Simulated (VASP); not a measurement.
The input files of a VASP run:

File POSCAR:
```
Li2O
1
    3.0185026132     0.0000002686    -0.0000000000
   -1.5092505192     2.6140990358    -0.0000000000
   -0.0000000000    -0.0000000000     3.3016223690
O Li
1 2
Direct
  0.0000000000   0.0000000000   1.0000000000
  0.3333330000   0.6666670000   0.2089366840
  0.6666670000   0.3333330000   0.7910633160
```

### INCAR
```
SYSTEM = Li2O
PREC = Accurate
ENCUT = 600
EDIFF = 1E-7
NELM = 100
ALGO = Normal
LREAL = .FALSE.
LASPH = .TRUE.
ISMEAR = 0
SIGMA = 0.05
GGA = PS
LWAVE = .FALSE.
LCHARG = .FALSE.
ISIF = 3
IBRION = 2
NSW = 40
EDIFFG = -0.01
PSTRESS = 50
```

**KPOINTS**
```
Automatic mesh
0
Gamma
8 8 6
0 0 0
```

POTCAR, in this order: O Li_sv (PBE.64 set). Program: vasp_std.

**Question.** Write an equivalent input for Quantum ESPRESSO's pw.x.

**Answer.** One equivalent input (not run):
```
&CONTROL
  calculation = 'vc-relax'
  pseudo_dir = './pseudo'
  outdir = './out'
  tprnfor = .true.
  tstress = .true.
  nstep = 40
  forc_conv_thr = 0.00039
/
&SYSTEM
  ibrav = 0
  nat = 3
  ntyp = 2
  ecutwfc = 84
  occupations = 'smearing'
  smearing = 'gaussian'
  degauss = 0.003675
  input_dft = 'pbesol'
/
&ELECTRONS
  conv_thr = 7.3e-09
  electron_maxstep = 100
/
&IONS
/
&CELL
  press = 50
/
ATOMIC_SPECIES
  O 15.999 O.upf
  Li 6.940 Li.upf
CELL_PARAMETERS angstrom
     3.0185026    0.0000003   -0.0000000
    -1.5092505    2.6140990   -0.0000000
    -0.0000000   -0.0000000    3.3016224
ATOMIC_POSITIONS crystal
  O    0.0000000  0.0000000  1.0000000
  Li   0.3333330  0.6666670  0.2089367
  Li   0.6666670  0.3333330  0.7910633
K_POINTS automatic
  8 8 6 0 0 0
```
The two are equivalent in intent, not identical: the potentials are each code's own (VASP's PAW set, PseudoDojo norm-conserving files in pw.x), so ENCUT and ecutwfc are chosen apart and not converted; conv_thr bounds pw.x's estimated SCF error, while EDIFF bounds the energy change between steps; forc_conv_thr acts on force components and is met together with etot_conv_thr.

The structure was generated: Li2O was put into the CdI2 type (P-3m1), which need not be its known phase. This run relaxes it under an external pressure of 5 GPa. Symmetry was kept, so distortions that lower it aren't found.
